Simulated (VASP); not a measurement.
Given:

```
Sc3ZrN4
1.0
    0.00104     4.49195     4.49325
    4.49195     0.00104     4.49325
    2.24649     2.24649     0.00000
Zr N Sc
1 4 3
Direct
  0.00000   0.00000   0.00000
  0.24903   0.24903   0.50193
  0.24899   0.75101   0.50000
  0.75101   0.24899   0.50000
  0.75097   0.75097   0.49807
  0.00000   0.50000   0.00000
  0.50000   0.00000   0.00000
  0.50000   0.50000   0.00000
```

Level of theory: PBEsol GGA, VASP's PBE PAW potentials (set 64) (plane waves; VASP). Settings: 520 eV cut-off, 7×7×13 Γ-centred mesh, tetrahedra with Blöchl corrections, potentials Zr_sv N Sc_sv.

**Question.** Estimate the energy per atom (σ→0), band gap (on the k-mesh) with the smallest direct gap where there is one.

**Answer.** 
- band gap (on the k-mesh) = none (metal, semimetal or under 0.01 eV)
- energy per atom (σ→0) = -9.988 eV/atom

Total energies compare only between runs with the same potentials, cut-off and functional.

The structure was generated: Sc3ZrN4 was put into an ordered model structure (Cmmm), which need not be its known phase. It was relaxed first. The electron count is odd and the run is not spin-polarised, which forces a metal.
